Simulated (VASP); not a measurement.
Input:

```
SrCl2
1.0
    0.00000     3.45965     3.45965
    3.45965     0.00000     3.45965
    3.45965     3.45965     0.00000
Sr Cl
1 2
Direct
  0.00000   0.00000   0.00000
  0.25000   0.25000   0.25000
  0.75000   0.75000   0.75000
```

The numbers are results of PBEsol GGA, VASP's PBE PAW potentials (set 64) (plane waves; VASP), not measurements. Settings: PREC = Normal, EDIFF = 1E-5, 400 eV cut-off, 8×8×8 Γ-centred mesh, Gaussian smearing of 0.050 eV, potentials Sr_sv Cl.

Q: What does the run give for the energy per atom (σ→0), band gap (on the k-mesh) with the smallest direct gap where there is one?

A: 
```yaml
band gap (on the k-mesh): 5.22 eV
smallest direct gap (on the k-mesh): 5.34 eV
energy per atom (σ→0): -4.447 eV/atom
```

Only differences to runs with the same potentials and settings are physical.

The compound is SrCl2 in the fluorite structure. It was relaxed first.
